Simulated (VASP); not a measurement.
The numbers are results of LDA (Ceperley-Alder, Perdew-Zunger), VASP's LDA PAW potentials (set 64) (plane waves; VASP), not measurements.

Gaps are without spin-orbit coupling.

Problem. Order these relaxed crystals by band gap, smallest first: KI, Fm-3m (225); ZnCdTe2, R3m (160); P2Ru, Pnnm (58); AlN, F-43m (216).

Solution. P2Ru, Pnnm (58) (0.44 eV), ZnCdTe2, R3m (160) (0.74 eV), AlN, F-43m (216) (3.23 eV), KI, Fm-3m (225) (3.87 eV)
